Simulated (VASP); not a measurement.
Energy against volume of CoGa (CsCl type). Method: AM05 GGA, VASP's PBE PAW potentials (set 64) (plane waves; VASP 6.6.1). Numerical set-up: 520 eV cut-off, 13×13×13 Γ-centred mesh, first-order Methfessel-Paxton smearing of 0.10 eV, potentials Ga_d Co.

```json
[
 {"V (Å³/atom)": "11.070", "E (eV/atom)": "-5.66169"},
 {"V (Å³/atom)": "11.413", "E (eV/atom)": "-5.66857"},
 {"V (Å³/atom)": "11.755", "E (eV/atom)": "-5.66251"},
 {"V (Å³/atom)": "12.097", "E (eV/atom)": "-5.64555"}
]
```

Fit these four points and predict the energy of the run at 10.728 Å³/atom.

A cubic in V^(−2/3), the third-order Birch-Murnaghan form, passes through the four points with V0 = 11.41 Å³/atom and B0 = 201 GPa, and gives -5.6395 eV/atom there. The run gave -5.6394 eV/atom, +0.1 meV/atom from the fit; all five points give B0 = 201 GPa.

The compound is CoGa in the CsCl type structure. It was relaxed first. The run is not spin-polarised, so no magnetic state was tried.
